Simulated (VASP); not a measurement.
These are PBE GGA, VASP's PBE PAW potentials (set 64) (plane waves; VASP 6.6.1) values and carry that method's errors.

Input for VASP

INCAR:
```
ALGO = Normal
EDIFF = 1E-6
ENCUT = 520
GGA = PE
ISIF = 2
ISMEAR = 0
LASPH = .TRUE.
LCHARG = .FALSE.
LMAXMIX = 4
LREAL = .FALSE.
LWAVE = .FALSE.
NELM = 100
PREC = Accurate
SIGMA = 0.05
SYSTEM = InAs
```

**KPOINTS**
```
K-points
0
G
  7 7 7
```

File POSCAR:
```
InAs
1
    0.0000000000     3.0300000000     3.0300000000
    3.0300000000     0.0000000000     3.0300000000
    3.0300000000     3.0300000000     0.0000000000
In As
1 1
Direct
  0.0000000000   0.0000000000   0.0000000000
  0.2500000000   0.2500000000   0.2500000000
```

POTCAR, in this order: In_d As_d (PBE.64 set). Program: vasp_std.

Output

**OSZICAR**
```
       N       E                     dE             d eps       ncg     rms          rms(c)
DAV:   1     0.208548420203E+03    0.20855E+03   -0.13975E+04   822   0.603E+03
DAV:   2     0.216404556194E+02   -0.18691E+03   -0.18334E+03   720   0.787E+02
DAV:   3    -0.649612222731E+01   -0.28137E+02   -0.27850E+02   780   0.180E+02
DAV:   4    -0.791029324464E+01   -0.14142E+01   -0.14097E+01   856   0.443E+01
DAV:   5    -0.795867147493E+01   -0.48378E-01   -0.48363E-01   866   0.823E+00    0.473E+00
DAV:   6    -0.770823668702E+01    0.25043E+00   -0.59207E-01   934   0.114E+01    0.258E+00
DAV:   7    -0.768181046148E+01    0.26426E-01   -0.18224E-01  1096   0.350E+00    0.812E-01
DAV:   8    -0.768266561872E+01   -0.85516E-03   -0.20961E-02  1034   0.268E+00    0.164E-01
DAV:   9    -0.768297217101E+01   -0.30655E-03   -0.14894E-03  1090   0.695E-01    0.996E-02
DAV:  10    -0.768316464890E+01   -0.19248E-03   -0.31036E-04   886   0.228E-01    0.426E-02
DAV:  11    -0.768319754803E+01   -0.32899E-04   -0.95888E-05   772   0.123E-01    0.114E-02
DAV:  12    -0.768319614950E+01    0.13985E-05   -0.10345E-05   788   0.380E-02    0.372E-03
DAV:  13    -0.768319676219E+01   -0.61269E-06   -0.23618E-06   642   0.132E-02
   1 F= -.76831968E+01 E0= -.76830843E+01  d E =-.224872E-03
```

**OUTCAR**
```
------------------------ aborting loop because EDIFF is reached ----------------------------------------
  FORCE on cell =-STRESS in cart. coord.  units (eV):
  Direction    XX          YY          ZZ          XY          YZ          ZX
  --------------------------------------------------------------------------------------
  Total        1.2262684      1.2262684      1.2262684     -0.0000000     -0.0000000      0.0000000
  in kB       35.3132934     35.3132934     35.3132934     -0.0000000     -0.0000000      0.0000000
  external PRESSURE =      35.3132934 kB  Pullay stress =       0.0000000 kB
  volume of cell :       55.64
      direct lattice vectors                 reciprocal lattice vectors
     0.000000000  3.030000000  3.030000000    -0.165016502  0.165016502  0.165016502
     3.030000000  0.000000000  3.030000000     0.165016502 -0.165016502  0.165016502
     3.030000000  3.030000000  0.000000000     0.165016502  0.165016502 -0.165016502
  FREE ENERGIE OF THE ION-ELECTRON SYSTEM (eV)
  ---------------------------------------------------
  free  energy   TOTEN  =        -7.6831967622 eV

  energy  without entropy=       -7.6829718900  energy(sigma->0) =       -7.68308433
```
(Selected blocks of OUTCAR.)

The compound is InAs in the zinc blende structure. The cell was not relaxed at this level. The run is one of a series of settings (ENCUT = 520, POTCAR In_d As_d (PBE.64 set) against the base run), some of them coarse on purpose.
